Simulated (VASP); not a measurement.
OSZICAR of a VASP run on BaTiO3 (tetragonal perovskite):

### OSZICAR
```
       N       E                     dE             d eps       ncg     rms          rms(c)
DAV:   1     0.454948253629E+03    0.45495E+03   -0.21408E+04  1920   0.181E+03
DAV:   2    -0.124094452531E+01   -0.45619E+03   -0.44970E+03  2360   0.490E+02
DAV:   3    -0.498871269083E+02   -0.48646E+02   -0.46664E+02  2888   0.146E+02
DAV:   4    -0.518257584187E+02   -0.19386E+01   -0.19377E+01  2736   0.279E+01
DAV:   5    -0.518908102220E+02   -0.65052E-01   -0.65050E-01  2712   0.379E+00    0.249E+01
DAV:   6    -0.420649117079E+02    0.98259E+01   -0.67095E+01  2976   0.790E+01    0.104E+01
DAV:   7    -0.420922315391E+02   -0.27320E-01   -0.10365E+01  2464   0.240E+01    0.718E+00
DAV:   8    -0.419791878821E+02    0.11304E+00   -0.13725E+00  2576   0.120E+01    0.224E+00
DAV:   9    -0.419744179778E+02    0.47699E-02   -0.22418E-01  2464   0.389E+00    0.936E-01
DAV:  10    -0.419730086800E+02    0.14093E-02   -0.10252E-01  2568   0.238E+00    0.709E-01
DAV:  11    -0.419674463500E+02    0.55623E-02   -0.50553E-02  2816   0.163E+00    0.186E-01
DAV:  12    -0.419670013840E+02    0.44497E-03   -0.32890E-03  2376   0.543E-01    0.350E-02
DAV:  13    -0.419670259316E+02   -0.24548E-04   -0.40481E-04  2792   0.160E-01    0.349E-02
DAV:  14    -0.419670136128E+02    0.12319E-04   -0.61800E-05  2360   0.530E-02    0.119E-02
DAV:  15    -0.419670114737E+02    0.21390E-05   -0.12216E-05  2600   0.191E-02    0.329E-03
DAV:  16    -0.419670113668E+02    0.10687E-06   -0.11182E-06  2600   0.744E-03    0.363E-03
DAV:  17    -0.419670113411E+02    0.25777E-07   -0.63669E-08  1216   0.273E-03
   1 F= -.41967011E+02 E0= -.41967011E+02  d E =-.419670E+02
       N       E                     dE             d eps       ncg     rms          rms(c)
DAV:   1    -0.419600363032E+02    0.69751E-02   -0.24005E+00  2160   0.176E+01    0.420E-01
DAV:   2    -0.419725715778E+02   -0.12535E-01   -0.14689E-01  2040   0.265E+00    0.405E-01
DAV:   3    -0.419725053613E+02    0.66217E-04   -0.70604E-03  2680   0.612E-01    0.237E-01
DAV:   4    -0.419723234933E+02    0.18187E-03   -0.12653E-03  2448   0.339E-01    0.102E-01
DAV:   5    -0.419723106147E+02    0.12879E-04   -0.36286E-04  2328   0.160E-01    0.228E-02
DAV:   6    -0.419723036373E+02    0.69773E-05   -0.51755E-05  2368   0.700E-02    0.120E-02
DAV:   7    -0.419723030442E+02    0.59314E-06   -0.15210E-05  2496   0.337E-02    0.565E-03
DAV:   8    -0.419723024848E+02    0.55936E-06   -0.57890E-06  2352   0.173E-02    0.118E-03
DAV:   9    -0.419723024993E+02   -0.14487E-07   -0.41273E-07  2064   0.464E-03
   2 F= -.41972302E+02 E0= -.41972302E+02  d E =-.529116E-02
       N       E                     dE             d eps       ncg     rms          rms(c)
DAV:   1    -0.419719545805E+02    0.34790E-03   -0.93361E-02  2160   0.347E+00    0.775E-02
DAV:   2    -0.419724405964E+02   -0.48602E-03   -0.56333E-03  2016   0.516E-01    0.737E-02
DAV:   3    -0.419724387536E+02    0.18429E-05   -0.28345E-04  2696   0.121E-01    0.427E-02
DAV:   4    -0.419724313412E+02    0.74123E-05   -0.46168E-05  2392   0.644E-02    0.193E-02
DAV:   5    -0.419724310055E+02    0.33573E-06   -0.13493E-05  2296   0.305E-02    0.452E-03
DAV:   6    -0.419724307503E+02    0.25520E-06   -0.21537E-06  2392   0.140E-02    0.240E-03
DAV:   7    -0.419724307174E+02    0.32931E-07   -0.56619E-07  2248   0.657E-03
   3 F= -.41972431E+02 E0= -.41972431E+02  d E =-.541938E-02
       N       E                     dE             d eps       ncg     rms          rms(c)
DAV:   1    -0.419783260290E+02   -0.58953E-02   -0.96544E-01  2032   0.105E+01    0.575E-01
DAV:   2    -0.419783615235E+02   -0.35495E-04   -0.63455E-02  2016   0.187E+00    0.365E-01
DAV:   3    -0.419757317525E+02    0.26298E-02   -0.70152E-03  2624   0.741E-01    0.121E-01
DAV:   4    -0.419754849505E+02    0.24680E-03   -0.14491E-03  2560   0.333E-01    0.392E-02
DAV:   5    -0.419754794096E+02    0.55409E-05   -0.18321E-04  2528   0.112E-01    0.173E-02
DAV:   6    -0.419754764386E+02    0.29710E-05   -0.23792E-05  2560   0.393E-02    0.105E-02
DAV:   7    -0.419754765299E+02   -0.91204E-07   -0.35185E-06  2416   0.164E-02    0.312E-03
DAV:   8    -0.419754764534E+02    0.76436E-07   -0.14213E-06  2352   0.852E-03    0.885E-04
DAV:   9    -0.419754764452E+02    0.81855E-08   -0.78697E-08  1128   0.245E-03
   4 F= -.41975476E+02 E0= -.41975476E+02  d E =-.304573E-02
       N       E                     dE             d eps       ncg     rms          rms(c)
DAV:   1    -0.419796118871E+02   -0.41354E-02   -0.11326E+00  2032   0.114E+01    0.624E-01
DAV:   2    -0.419796759177E+02   -0.64031E-04   -0.74475E-02  2016   0.203E+00    0.393E-01
DAV:   3    -0.419765817914E+02    0.30941E-02   -0.83754E-03  2592   0.811E-01    0.131E-01
DAV:   4    -0.419762952952E+02    0.28650E-03   -0.17139E-03  2536   0.360E-01    0.421E-02
DAV:   5    -0.419762893043E+02    0.59909E-05   -0.21772E-04  2528   0.122E-01    0.191E-02
DAV:   6    -0.419762855844E+02    0.37199E-05   -0.28949E-05  2544   0.438E-02    0.114E-02
DAV:   7    -0.419762856723E+02   -0.87945E-07   -0.43383E-06  2368   0.181E-02    0.353E-03
DAV:   8    -0.419762855715E+02    0.10086E-06   -0.18045E-06  2312   0.961E-03    0.997E-04
DAV:   9    -0.419762855621E+02    0.94201E-08   -0.10332E-07  1152   0.280E-03
   5 F= -.41976286E+02 E0= -.41976286E+02  d E =-.385484E-02
       N       E                     dE             d eps       ncg     rms          rms(c)
DAV:   1    -0.419764718685E+02   -0.18630E-03   -0.45384E-02  2024   0.226E+00    0.125E-01
DAV:   2    -0.419764752784E+02   -0.34099E-05   -0.30092E-03  2024   0.409E-01    0.784E-02
DAV:   3    -0.419763520074E+02    0.12327E-03   -0.34615E-04  2608   0.164E-01    0.273E-02
DAV:   4    -0.419763395370E+02    0.12470E-04   -0.72539E-05  2592   0.740E-02    0.868E-03
DAV:   5    -0.419763392737E+02    0.26335E-06   -0.95647E-06  2512   0.252E-02    0.393E-03
DAV:   6    -0.419763391088E+02    0.16485E-06   -0.12922E-06  2488   0.915E-03    0.229E-03
DAV:   7    -0.419763391017E+02    0.70681E-08   -0.17778E-07  1216   0.380E-03
   6 F= -.41976339E+02 E0= -.41976339E+02  d E =-.390838E-02
       N       E                     dE             d eps       ncg     rms          rms(c)
DAV:   1    -0.419755858682E+02    0.75324E-03   -0.24850E-01  2232   0.608E+00    0.991E-02
DAV:   2    -0.419769409884E+02   -0.13551E-02   -0.15916E-02  1992   0.916E-01    0.615E-02
DAV:   3    -0.419769543729E+02   -0.13385E-04   -0.58601E-04  2728   0.168E-01    0.362E-02
DAV:   4    -0.419769411654E+02    0.13207E-04   -0.59823E-05  2696   0.781E-02    0.170E-02
DAV:   5    -0.419769402165E+02    0.94891E-06   -0.17500E-05  2608   0.358E-02    0.548E-03
DAV:   6    -0.419769401608E+02    0.55692E-07   -0.15580E-06  2568   0.121E-02    0.300E-03
DAV:   7    -0.419769401396E+02    0.21173E-07   -0.35300E-07  1632   0.496E-03
   7 F= -.41976940E+02 E0= -.41976940E+02  d E =-.601038E-03
       N       E                     dE             d eps       ncg     rms          rms(c)
DAV:   1    -0.419755157371E+02    0.14244E-02   -0.29896E-01  2232   0.667E+00    0.108E-01
DAV:   2    -0.419771494005E+02   -0.16337E-02   -0.19152E-02  1984   0.100E+00    0.668E-02
DAV:   3    -0.419771670857E+02   -0.17685E-04   -0.72069E-04  2736   0.185E-01    0.392E-02
DAV:   4    -0.419771510683E+02    0.16017E-04   -0.71841E-05  2712   0.860E-02    0.182E-02
DAV:   5    -0.419771499878E+02    0.10805E-05   -0.20996E-05  2600   0.391E-02    0.599E-03
DAV:   6    -0.419771499126E+02    0.75225E-07   -0.18272E-06  2608   0.132E-02    0.328E-03
DAV:   7    -0.419771498853E+02    0.27280E-07   -0.42864E-07  1832   0.544E-03
   8 F= -.41977150E+02 E0= -.41977150E+02  d E =-.810784E-03
       N       E                     dE             d eps       ncg     rms          rms(c)
DAV:   1    -0.419771479499E+02    0.19626E-05   -0.43428E-04  2224   0.254E-01    0.418E-03
DAV:   2    -0.419771502542E+02   -0.23042E-05   -0.27366E-05  1984   0.379E-02    0.246E-03
DAV:   3    -0.419771502838E+02   -0.29688E-07   -0.10660E-06  2688   0.696E-03    0.143E-03
DAV:   4    -0.419771502629E+02    0.20988E-07   -0.75841E-08  1080   0.305E-03
   9 F= -.41977150E+02 E0= -.41977150E+02  d E =-.811161E-03
       N       E                     dE             d eps       ncg     rms          rms(c)
DAV:   1    -0.419771627293E+02   -0.12445E-04   -0.83000E-03  1920   0.674E-01    0.278E-02
DAV:   2    -0.419771688625E+02   -0.61331E-05   -0.18510E-04  2032   0.103E-01    0.175E-02
DAV:   3    -0.419771649706E+02    0.38919E-05   -0.15976E-05  2672   0.324E-02    0.793E-03
DAV:   4    -0.419771638668E+02    0.11038E-05   -0.43799E-06  2488   0.184E-02    0.259E-03
DAV:   5    -0.419771638173E+02    0.49538E-07   -0.70991E-07  2320   0.743E-03
  10 F= -.41977164E+02 E0= -.41977164E+02  d E =-.135544E-04
```

**Question.** Which electronic solver shows in the log?

**Answer.** It is blocked Davidson (ALGO = Normal, or the opening steps of other solvers). The INCAR had ALGO = Normal.

**Question.** Can the final energy be trusted as converged?

**Answer.** Self-consistency was reached. It stopped with EDIFF = 1E-7, NELM = 100, NSW = 30 and EDIFFG = -0.01 after 10 ionic steps (PBEsol GGA, plane waves, VASP's PBE PAW potentials (set 64)).

The compound is BaTiO3 in the tetragonal perovskite structure. This cell is one point of a volume scan, at 0.97 of the reference volume. Symmetry was kept, so distortions that lower it aren't found.
